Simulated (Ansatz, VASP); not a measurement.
# SiO2 (Quartz) in two plane-wave programs

Wanted: the spread between two codes on one cell, functional and k mesh. The cell is taken from a series of runs on this material, whose earlier steps may have relaxed, scaled, displaced or heated it; both programs get it as it stands.

Main program and level: Ansatz 0.2.0; plane waves, with VASP 6.6.1 beside it; zone-centre phonons at LDA.

## 1. The structure

The structure is trigonal, space group P3_121 (No. 152). Conventional cell: a = 4.879 Å, b = 4.879 Å, c = 5.363 Å, α = 90.00°, β = 90.00°, γ = 120.00°. Si has 4 O at 1.61 to 1.62 Å nearest. Nearest to O lie 2 Si at 1.61 to 1.62 Å. Farther neighbours and most contacts between anions are not listed.

Structure file:

```
Si O
1.0
     4.87871    0.00000    0.00000
    -2.43935    4.22508    0.00000
     0.00000    0.00000    5.36253
Si O
3 6
Direct
  0.53472 0.00000 0.33333
  0.00000 0.53472 0.66667
  0.46528 0.46528 0.00000
  0.13517 0.40962 0.88736
  0.59038 0.72556 0.22069
  0.27444 0.86483 0.55403
  0.40962 0.13517 0.11264
  0.72556 0.59038 0.77931
  0.86483 0.27444 0.44597
```

## 2. VASP: zone-centre phonons, LDA

Second derivatives magnify differences that forces hide, and they need a tight electronic threshold.

Lines of VASP's logs that name or quote its potential files are left out, and so is its time.

File INCAR:

```
SYSTEM = SiO2
PREC = Accurate
ENCUT = 600
EDIFF = 1E-08
NELM = 120
ISMEAR = 0
SIGMA = 0.01
LREAL = .FALSE.
ALGO = Normal
GGA = PW92
NBANDS = 33
LORBIT = 11
LWAVE = .FALSE.
LCHARG = .FALSE.
ISIF = 2
IBRION = 8
LEPSILON = .TRUE.
LASPH = .TRUE.
GGA_COMPAT = .FALSE.
EFERMI = MIDGAP
KPAR = 2
```

File POSCAR:

```
SiO2
1.0
    4.8787071561      0.0000000000      0.0000000000
   -2.4393535781      4.2250843348      0.0000000000
    0.0000000000      0.0000000000      5.3625312069
Si O
3 6
Direct
    0.5347226409      0.0000000000      0.3333333333
    0.0000000000      0.5347226409      0.6666666667
    0.4652773591      0.4652773591      1.0000000000
    0.1351734223      0.4096174160      0.8873588738
    0.5903825840      0.7255560062      0.2206922071
    0.2744439938      0.8648265777      0.5540255404
    0.4096174160      0.1351734223      0.1126411262
    0.7255560062      0.5903825840      0.7793077929
    0.8648265777      0.2744439938      0.4459744596
```

File KPOINTS:

```
Automatic mesh
0
Gamma
3 3 2
0 0 0
```

The projector-augmented-wave data sets are Si and O (LDA family, release 64).

On the command line:

```sh
> mpirun -np 2 vasp_std
```

Numbers of over 12 decimals in the logs are rounded to 6 here.

What it wrote:

```text
[banner, memory and clock lines left out]
running    2 mpi-ranks, on    1 nodes
 distrk:  each k-point on    1 cores,    2 groups
 distr:  one band on    1 cores,    1 groups

 POSCAR found type information on POSCAR SiO
 POSCAR found :  2 types and       9 ions
|                                                                             |
|               ----> ADVICE to this user running VASP <----                  |
|                                                                             |
|     You enforced a specific xc type in the INCAR file but a different       |
|     [... a line on the potential file left out ...]
|     I HOPE YOU KNOW WHAT YOU ARE DOING!                                     |
|                                                                             |

 LDA part: xc-table for (Slater(with rela. corr.)+PW92), standard interpolation
 POSCAR, INCAR and KPOINTS ok, starting setup
 FFT: planning ... GRIDC
 FFT: planning ... GRID_SOFT
 FFT: planning ... GRID
 WAVECAR not read
 entering main loop
       N       E                     dE             d eps       ncg     rms          rms(c)
DAV:   1     0.291504091380E+03    0.29150E+03   -0.27462E+04   396   0.151E+03
DAV:   2    -0.686562113193E+02   -0.36016E+03   -0.34959E+03   508   0.326E+02
DAV:   3    -0.876432940647E+02   -0.18987E+02   -0.18901E+02   488   0.783E+01
DAV:   4    -0.878578228604E+02   -0.21453E+00   -0.21425E+00   487   0.938E+00
DAV:   5    -0.878610324924E+02   -0.32096E-02   -0.32088E-02   480   0.114E+00    0.258E+01
DAV:   6    -0.782653922948E+02    0.95956E+01   -0.36642E+01   453   0.323E+01    0.129E+01
DAV:   7    -0.781198000921E+02    0.14559E+00   -0.10247E+00   504   0.504E+00    0.453E+00
DAV:   8    -0.780349569667E+02    0.84843E-01   -0.54705E-02   470   0.171E+00    0.166E+00
DAV:   9    -0.780215306586E+02    0.13426E-01   -0.16909E-02   504   0.942E-01    0.264E-01
DAV:  10    -0.780218918932E+02   -0.36123E-03   -0.18686E-03   471   0.245E-01    0.928E-02
DAV:  11    -0.780218237186E+02    0.68175E-04   -0.52562E-04   488   0.136E-01    0.208E-02
DAV:  12    -0.780218231681E+02    0.55047E-06   -0.13130E-05   480   0.221E-02    0.585E-03
DAV:  13    -0.780218233491E+02   -0.18100E-06   -0.17704E-06   488   0.745E-03    0.174E-03
DAV:  14    -0.780218233979E+02   -0.48831E-07   -0.63089E-08   488   0.152E-03    0.882E-04
DAV:  15    -0.780218234027E+02   -0.47985E-08   -0.17158E-08   344   0.706E-04
   1 F= -.78021823E+02 E0= -.78021823E+02  d E =0.000000E+00
 Linear response reoptimize wavefunctions to high precision
DAV:   1    -0.780218234023E+02    0.47203E-09   -0.20925E-09   344   0.268E-04
DAV:   2    -0.780218234024E+02   -0.12642E-09   -0.19286E-10   336   0.840E-05
DAV:   3    -0.780218234022E+02    0.21100E-09   -0.22386E-11   293   0.311E-05
 Linear response G [H, r] |phi>, progress :
  Direction:   1
       N       E                     dE             d eps       ncg     rms
RMM:   1    -0.183577071671E+03   -0.18358E+03    0.16036E+02   894   0.967E+01
RMM:   2    -0.171731417743E+03    0.11846E+02   -0.10728E+01   686   0.184E+01
RMM:   3    -0.171820240417E+03   -0.88823E-01   -0.18806E-01   710   0.219E+00
RMM:   4    -0.171823418472E+03   -0.31781E-02   -0.47993E-03   744   0.344E-01
RMM:   5    -0.171823492561E+03   -0.74089E-04   -0.96527E-05   748   0.637E-02
RMM:   6    -0.171823487082E+03    0.54785E-05    0.18765E-04   756   0.186E-02
RMM:   7    -0.171823486791E+03    0.29114E-06    0.19804E-04   754   0.132E-02
RMM:   8    -0.171823486072E+03    0.71927E-06    0.20448E-04   744   0.127E-02
RMM:   9    -0.171823486005E+03    0.66743E-07    0.20033E-04   712   0.126E-02
RMM:  10    -0.171823485834E+03    0.17133E-06    0.18591E-04   690   0.126E-02
 Linear response G [H, r] |phi>, progress :
  Direction:   2
       N       E                     dE             d eps       ncg     rms
RMM:   1    -0.182380953541E+03   -0.18238E+03    0.17798E+02   893   0.969E+01
RMM:   2    -0.172521069175E+03    0.98599E+01   -0.10278E+01   688   0.184E+01
RMM:   3    -0.172615077857E+03   -0.94009E-01   -0.18031E-01   712   0.218E+00
RMM:   4    -0.172618210541E+03   -0.31327E-02   -0.60291E-03   749   0.347E-01
RMM:   5    -0.172618209026E+03    0.15157E-05   -0.76669E-04   751   0.629E-02
RMM:   6    -0.172618184669E+03    0.24357E-04   -0.30770E-04   754   0.172E-02
RMM:   7    -0.172618182097E+03    0.25713E-05   -0.27492E-04   754   0.114E-02
RMM:   8    -0.172618182044E+03    0.53308E-07   -0.27358E-04   746   0.108E-02
RMM:   9    -0.172618181872E+03    0.17188E-06   -0.26719E-04   715   0.108E-02
RMM:  10    -0.172618181744E+03    0.12875E-06   -0.22025E-04   693   0.108E-02
 Linear response G [H, r] |phi>, progress :
  Direction:   3
       N       E                     dE             d eps       ncg     rms
RMM:   1    -0.183912992139E+03   -0.18391E+03    0.16838E+02   892   0.968E+01
[...]
RMM:  16    -0.244805002565E-01   -0.92683E-07    0.34805E-06  1279   0.101E-04    0.439E-07
RMM:  17    -0.244804726255E-01    0.27631E-07    0.37254E-06  1293   0.100E-04    0.246E-07
RMM:  18    -0.244804501166E-01    0.22509E-07    0.40767E-06  1307   0.996E-05    0.289E-07
RMM:  19    -0.244804211646E-01    0.28952E-07    0.43060E-06  1326   0.994E-05    0.220E-07
[...]
RMM:  25    -0.252628889291E-01   -0.12121E-07   -0.90840E-07  1425   0.927E-05    0.123E-07
RMM:  26    -0.252628702616E-01    0.18668E-07   -0.57518E-07  1428   0.927E-05    0.115E-07
RMM:  27    -0.252628880522E-01   -0.17791E-07   -0.94893E-07  1451   0.926E-05    0.110E-07
 first order change of Fermi-energy   0.18896E-05
 force on displaced ion       1 direction 3 :   0.010  -1.717 -48.012
 Born effective charge ion    1 direction 3 :  -0.000  -0.311   3.418
 Linear response progress:
  Degree of freedom:   4/  6
       N       E                     dE             d eps       ncg     rms          rms(c)
RMM:   1    -0.376228865120E+00   -0.37623E+00    0.44120E-01  1273   0.323E+00
RMM:   2    -0.368180395121E+00    0.80485E-02   -0.10916E-02  1109   0.537E-01    0.365E-01
RMM:   3    -0.368491766009E+00   -0.31137E-03   -0.30527E-03  1101   0.247E-01    0.200E-01
RMM:   4    -0.370530395892E+00   -0.20386E-02   -0.25380E-03  1194   0.199E-01    0.595E-02
RMM:   5    -0.370533486910E+00   -0.30910E-05   -0.53005E-05  1235   0.366E-02    0.175E-02
RMM:   6    -0.370532839118E+00    0.64779E-06   -0.24400E-06  1253   0.749E-03    0.329E-03
RMM:   7    -0.370520485050E+00    0.12354E-04    0.53621E-07  1250   0.186E-03    0.999E-04
RMM:   8    -0.370517170306E+00    0.33147E-05   -0.75637E-08  1251   0.933E-04    0.262E-04
RMM:   9    -0.370516175319E+00    0.99499E-06   -0.14284E-07  1258   0.465E-04    0.146E-04
RMM:  10    -0.370517238411E+00   -0.10631E-05   -0.38174E-07  1257   0.403E-04    0.302E-05
RMM:  11    -0.370516966469E+00    0.27194E-06    0.10617E-07  1266   0.375E-04    0.209E-05
RMM:  12    -0.370517123190E+00   -0.15672E-06   -0.32830E-07  1271   0.364E-04    0.498E-06
RMM:  13    -0.370517092595E+00    0.30595E-07   -0.16427E-07  1291   0.362E-04    0.349E-06
RMM:  14    -0.370517109816E+00   -0.17221E-07   -0.31727E-07  1307   0.358E-04    0.199E-06
RMM:  15    -0.370517107677E+00    0.21392E-08   -0.54847E-07  1303   0.355E-04    0.170E-06
RMM:  16    -0.370517104874E+00    0.28025E-08   -0.12550E-06  1295   0.352E-04    0.136E-06
RMM:  17    -0.370517104120E+00    0.75473E-09    0.60777E-08  1323   0.350E-04    0.133E-06
 first order change of Fermi-energy   0.76008E-01
 force on displaced ion       4 direction 1 : -40.182   1.663 -23.170
 Born effective charge ion    4 direction 1 :  -2.225   0.033  -0.741
 Linear response progress:
  Degree of freedom:   5/  6
       N       E                     dE             d eps       ncg     rms          rms(c)
RMM:   1    -0.371838802474E+00   -0.37184E+00    0.23690E-01  1259   0.303E+00
RMM:   2    -0.363071829227E+00    0.87670E-02   -0.72168E-03  1102   0.440E-01    0.207E-01
RMM:   3    -0.364149295545E+00   -0.10775E-02   -0.14381E-03  1145   0.176E-01    0.104E-01
RMM:   4    -0.365662479371E+00   -0.15132E-02   -0.60456E-04  1054   0.118E-01    0.253E-02
RMM:   5    -0.365959030359E+00   -0.29655E-03   -0.71026E-05  1237   0.331E-02    0.110E-02
RMM:   6    -0.365853749785E+00    0.10528E-03   -0.46770E-06  1200   0.120E-02    0.277E-03
RMM:   7    -0.365897904861E+00   -0.44155E-04   -0.14527E-06  1200   0.370E-03    0.767E-04
RMM:   8    -0.365900938054E+00   -0.30332E-05   -0.51709E-07  1251   0.109E-03    0.361E-04
RMM:   9    -0.365899552349E+00    0.13857E-05   -0.24523E-07  1244   0.537E-04    0.159E-04
RMM:  10    -0.365900069284E+00   -0.51693E-06   -0.38622E-07  1255   0.453E-04    0.650E-05
RMM:  11    -0.365900029395E+00    0.39888E-07   -0.29713E-07  1257   0.347E-04    0.185E-05
RMM:  14    -0.365900029196E+00   -0.23855E-07   -0.21511E-07  1324   0.317E-04    0.190E-06
RMM:  15    -0.365900028358E+00    0.83786E-09   -0.41214E-07  1328   0.315E-04    0.760E-07
RMM:  16    -0.365900028665E+00   -0.30692E-09   -0.86298E-07  1333   0.313E-04    0.749E-07
RMM:  17    -0.365900028246E+00    0.41872E-09   -0.41039E-07  1361   0.311E-04    0.547E-07
RMM:  18    -0.365900028891E+00   -0.64513E-09   -0.61602E-07  1375   0.311E-04    0.750E-07
RMM:  19    -0.365900028618E+00    0.27307E-09   -0.31963E-07  1390   0.310E-04    0.548E-07
RMM:  20    -0.365900028521E+00    0.97812E-10   -0.63750E-07  1398   0.310E-04    0.529E-07
RMM:  21    -0.365900028941E+00   -0.42093E-09   -0.32426E-07  1425   0.310E-04    0.546E-07
RMM:  22    -0.365900028697E+00    0.24408E-09   -0.20357E-07  1441   0.310E-04    0.482E-07
 first order change of Fermi-energy   0.19467E+00
 force on displaced ion       4 direction 2 :   1.664  -8.698   5.250
 Born effective charge ion    4 direction 2 :   0.086  -1.084   0.148
 Linear response progress:
  Degree of freedom:   6/  6
       N       E                     dE             d eps       ncg     rms          rms(c)
RMM:   1    -0.376240922786E+00   -0.37624E+00    0.33881E-01  1285   0.314E+00
RMM:   2    -0.367865523692E+00    0.83754E-02   -0.93504E-03  1110   0.501E-01    0.296E-01
RMM:   3    -0.368462565509E+00   -0.59704E-03   -0.21497E-03  1126   0.214E-01    0.159E-01
RMM:   4    -0.370255910790E+00   -0.17933E-02   -0.16823E-03  1169   0.171E-01    0.463E-02
RMM:   5    -0.370340190757E+00   -0.84280E-04   -0.57223E-05  1233   0.321E-02    0.181E-02
RMM:   6    -0.370279223127E+00    0.60968E-04   -0.10427E-05  1242   0.112E-02    0.268E-03
RMM:   7    -0.370295907004E+00   -0.16684E-04    0.46934E-07  1253   0.280E-03    0.117E-03
RMM:   8    -0.370288639049E+00    0.72680E-05    0.57237E-08  1250   0.983E-04    0.324E-04
RMM:   9    -0.370286250192E+00    0.23889E-05    0.34376E-08  1256   0.422E-04    0.140E-04
RMM:  10    -0.370286271577E+00   -0.21384E-07    0.48322E-07  1257   0.324E-04    0.247E-05
RMM:  11    -0.370286333979E+00   -0.62402E-07    0.85355E-07  1272   0.303E-04    0.144E-05
RMM:  12    -0.370286421623E+00   -0.87644E-07    0.69804E-07  1266   0.298E-04    0.622E-06
RMM:  13    -0.370286366475E+00    0.55147E-07    0.61509E-07  1294   0.299E-04    0.238E-06
RMM:  14    -0.370286376345E+00   -0.98698E-08    0.86693E-07  1304   0.295E-04    0.110E-06
RMM:  15    -0.370286370505E+00    0.58401E-08    0.64127E-07  1302   0.292E-04    0.105E-06
RMM:  16    -0.370286370713E+00   -0.20760E-09    0.45565E-07  1301   0.290E-04    0.101E-06
RMM:  17    -0.370286371920E+00   -0.12076E-08    0.33744E-07  1308   0.289E-04    0.932E-07
 first order change of Fermi-energy  -0.76474E-01
 force on displaced ion       4 direction 3 : -23.159   5.258 -25.231
 Born effective charge ion    4 direction 3 :  -0.738   0.070  -1.709
 Born effective charges drift removed
 Linear response finished
```

[end of part 1 of 3]

[Lines on the potential files, build, host, timing and source positions are cut from VASP's logs without a mark.]

[Logs are printed without paths, hosts, clocks, repeated set-up lines and the standing remarks that a program may print on its own settings, such as how far it seeks lower states.]

[Hosts, paths, dates, database ids (printed as entryN), source tags and the programs' standing remarks are cut or masked in the printed files.]
